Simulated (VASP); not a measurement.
Energy against volume of BaZrO₃ (cubic perovskite). Computed with AM05 GGA, VASP's PBE PAW potentials (set 64) (plane waves; VASP 6.6.1). Settings: 520 eV cut-off, 5×5×5 Γ-centred mesh, Gaussian smearing of 0.050 eV, potentials Ba_sv Zr_sv O.

| V (Å³/atom) | E (eV/atom) |
|---|---|
| 14.341 | -8.48316 |
| 14.784 | -8.49034 |
| 15.228 | -8.48436 |
| 15.672 | -8.46720 |

Question: Fit these four points and predict the energy of the run at 13.897 Å³/atom.

Answer: A cubic in V^(−2/3), the third-order Birch-Murnaghan form, passes through the four points with V0 = 14.79 Å³/atom and B0 = 158 GPa, and gives -8.4604 eV/atom there. The run gave -8.4604 eV/atom, +0.0 meV/atom from the fit; all five points give B0 = 158 GPa.

The compound is BaZrO3 in the cubic perovskite structure. It was relaxed first.
